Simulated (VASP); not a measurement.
All values below come from rev-vdW-DF2, VASP's PBE PAW potentials (set 64) (plane waves; VASP).

Input for VASP

POSCAR:
```
Tm
1
    1.7946589904    -3.1084406244     0.0000000000
    1.7946589904     3.1084406244     0.0000000000
    0.0000000000     0.0000000000     5.5385517245
Tm
2
Direct
  0.3333330000   0.6666670000   0.2500000000
  0.6666670000   0.3333330000   0.7500000000
```

**KPOINTS**
```
kpoints
0
Gamma
 12 12 7
0 0 0
```

**INCAR**
```
AGGAC  =  0.0
ALGO  =  Normal
EDIFF  =  1E-7
EDIFFG  =  -0.01
ENCUT  =  520
GGA  =  MK
IBRION  =  2
ISIF  =  4
ISMEAR  =  1
LASPH  =  .TRUE.
LCHARG  =  .FALSE.
LMAXMIX  =  6
LREAL  =  .FALSE.
LUSE_VDW  =  .TRUE.
LWAVE  =  .FALSE.
NELM  =  100
NSW  =  30
PARAM1  =  0.1234568
PARAM2  =  0.7114
PREC  =  Accurate
SIGMA  =  0.1
SYSTEM  =  Tm
ZAB_VDW  =  -1.8867
```

POTCAR, in this order: Tm_3 (PBE.64 set). Program: vasp_std.

The 4f electrons are frozen in the core of the lanthanide potential, so 4f levels, which can set the real gap, and their magnetism are missing.

Question: Predict the energy per atom (σ→0), band gap (on the k-mesh).

Answer: 
```json
{
 "energy per atom (σ→0)": "-2.213 eV/atom",
 "band gap (on the k-mesh)": "none (metal, semimetal or under 0.01 eV)"
}
```

OSZICAR:
```
...
       N       E                     dE             d eps       ncg     rms          rms(c)
DAV:   1    -0.442615272470E+01   -0.21307E-03   -0.79448E-03  2101   0.703E-01    0.693E-02
DAV:   2    -0.442604007490E+01    0.11265E-03   -0.28992E-04  2964   0.223E-01    0.392E-02
DAV:   3    -0.442597902217E+01    0.61053E-04   -0.66056E-05  2972   0.772E-02    0.201E-02
DAV:   4    -0.442597939886E+01   -0.37669E-06   -0.11263E-05  2844   0.271E-02    0.835E-03
DAV:   5    -0.442597927944E+01    0.11942E-06   -0.33347E-07  1938   0.637E-03    0.726E-04
DAV:   6    -0.442597926265E+01    0.16789E-07   -0.74008E-08  1311   0.285E-03
   3 F= -.44259793E+01 E0= -.44253269E+01  d E =-.250159E-03
```

The compound is Tm in the hcp structure. This cell is one point of a volume scan, at 1.06 of the reference volume. Symmetry was kept, so distortions that lower it aren't found.
